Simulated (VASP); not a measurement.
Level of theory: vdW-DF-cx, VASP's PBE PAW potentials (set 64) (plane waves; VASP).

Input for VASP

**POSCAR**
```
Ni3Si
1
    3.4374465589     0.0000000000     0.0000000000
    0.0000000000     3.4374465589     0.0000000000
    0.0000000000     0.0000000000     3.4374465589
Si Ni
1 3
Direct
  0.0000000000   0.0000000000   0.0000000000
  0.0000000000   0.5000000000   0.5000000000
  0.5000000000   0.0000000000   0.5000000000
  0.5000000000   0.5000000000   0.0000000000
```

KPOINTS:
```
Regular mesh
0
G
 9 9 9
```

INCAR:
```
# general
SYSTEM   = Ni3Si
PREC     = Accurate
ENCUT    = 520
LREAL    = .FALSE.
LASPH    = .TRUE.

# electronic loop
EDIFF    = 1E-7
NELM     = 100
ALGO     = Normal
LMAXMIX  = 4

# smearing
ISMEAR   = 1
SIGMA    = 0.1

# functional
GGA      = CX
LUSE_VDW = .TRUE.
AGGAC    = 0.0

# ions
ISIF     = 2

# output
LWAVE    = .FALSE.
LCHARG   = .FALSE.
```

POTCAR, in this order: Si Ni (PBE.64 set). Program: vasp_std.

The run wrote:

OUTCAR:
```
 ion  position               nearest neighbor table
   1  0.000  0.000  0.000-   2 2.43   3 2.43   4 2.43   2 2.43   3 2.43   2 2.43   4 2.43   2 2.43
                             3 2.43   4 2.43   3 2.43   4 2.43
   2  0.000  0.500  0.500-   1 2.43   3 2.43   4 2.43   1 2.43   4 2.43   1 2.43   3 2.43   1 2.43
                             3 2.43   4 2.43   4 2.43   3 2.43
   3  0.500  0.000  0.500-   1 2.43   2 2.43   4 2.43   1 2.43   4 2.43   2 2.43   4 2.43   4 2.43
                             1 2.43   2 2.43   1 2.43   2 2.43
   4  0.500  0.500  0.000-   1 2.43   2 2.43   3 2.43   2 2.43   3 2.43   1 2.43   3 2.43   3 2.43
                             1 2.43   2 2.43   2 2.43   1 2.43
  LATTYP: Found a simple cubic cell.
 ALAT       =     3.4374465589
 Subroutine PRICEL returns:
 Original cell was already a primitive cell.
 Subroutine GETGRP returns: Found 48 space group operations
The static configuration has the point symmetry O_h .
The dynamic configuration has the point symmetry O_h .
 Subroutine INISYM returns: Found 48 space group operations
 Subroutine IBZKPT returns following result:
 Found     35 irreducible k-points:

 Following reciprocal coordinates:
            Coordinates               Weight
  0.000000  0.000000  0.000000      1.000000
  0.111111  0.000000  0.000000      6.000000
  0.222222  0.000000  0.000000      6.000000
...
```

OSZICAR:
```
       N       E                     dE             d eps       ncg     rms          rms(c)
DAV:   1     0.212347858044E+03    0.21235E+03   -0.15884E+04  1486   0.220E+03
DAV:   2    -0.791340549644E+01   -0.22026E+03   -0.21247E+03  1475   0.379E+02
DAV:   3    -0.190081542563E+02   -0.11095E+02   -0.10622E+02  1565   0.114E+02
DAV:   4    -0.192617115295E+02   -0.25356E+00   -0.25176E+00  1734   0.151E+01
DAV:   5    -0.192710228074E+02   -0.93113E-02   -0.93107E-02  1771   0.279E+00    0.211E+01
DAV:   6    -0.186128416778E+02    0.65818E+00   -0.53460E+01  1674   0.122E+02    0.157E+01
DAV:   7    -0.155407981803E+02    0.30720E+01   -0.15356E+01  1633   0.664E+01    0.472E+00
DAV:   8    -0.154696639345E+02    0.71134E-01   -0.63312E-01  1568   0.692E+00    0.146E+00
DAV:   9    -0.154528068028E+02    0.16857E-01   -0.31162E-02  1977   0.256E+00    0.521E-01
DAV:  10    -0.154506491699E+02    0.21576E-02   -0.33414E-03  1893   0.474E-01    0.208E-01
DAV:  11    -0.154503414559E+02    0.30771E-03   -0.63071E-04  2275   0.315E-01    0.553E-02
DAV:  12    -0.154503297580E+02    0.11698E-04   -0.10202E-04  1681   0.129E-01    0.150E-02
DAV:  13    -0.154503292013E+02    0.55678E-06   -0.67452E-06  1730   0.194E-02    0.884E-03
DAV:  14    -0.154503288421E+02    0.35912E-06   -0.36473E-07  1520   0.601E-03    0.349E-03
DAV:  15    -0.154503288005E+02    0.41647E-07   -0.18908E-07   928   0.648E-03
   1 F= -.15450329E+02 E0= -.15450460E+02  d E =0.392524E-03
```

OUTCAR:
```
------------------------ aborting loop because EDIFF is reached ----------------------------------------
  FORCE on cell =-STRESS in cart. coord.  units (eV):
  Direction    XX          YY          ZZ          XY          YZ          ZX
  --------------------------------------------------------------------------------------
  Total        1.9135485      1.9135485      1.9135485      0.0000000     -0.0000000      0.0000000
  in kB       75.4817905     75.4817905     75.4817905      0.0000000     -0.0000000      0.0000000
  external PRESSURE =      75.4817905 kB  Pullay stress =       0.0000000 kB
  volume of cell :       40.62
      direct lattice vectors                 reciprocal lattice vectors
     3.437446559  0.000000000  0.000000000     0.290913614  0.000000000  0.000000000
     0.000000000  3.437446559  0.000000000     0.000000000  0.290913614  0.000000000
     0.000000000  0.000000000  3.437446559     0.000000000  0.000000000  0.290913614
 POSITION                                       TOTAL-FORCE (eV/Angst)
 -----------------------------------------------------------------------------------
      0.00000      0.00000      0.00000         0.000000      0.000000      0.000000
      0.00000      1.71872      1.71872         0.000000      0.000000      0.000000
      1.71872      0.00000      1.71872         0.000000      0.000000      0.000000
      1.71872      1.71872      0.00000         0.000000      0.000000      0.000000
 -----------------------------------------------------------------------------------
    total drift:                                0.000000      0.000000      0.000000
  FREE ENERGIE OF THE ION-ELECTRON SYSTEM (eV)
  ---------------------------------------------------
  free  energy   TOTEN  =       -15.4503288005 eV

  energy  without entropy=      -15.4507213249  energy(sigma->0) =      -15.45045964
```
(Selected blocks of OUTCAR.)

The compound is Ni3Si in the L1_2 structure. This cell is one point of a volume scan, at 0.97 of the reference volume. The run is not spin-polarised, so no magnetic state was tried.
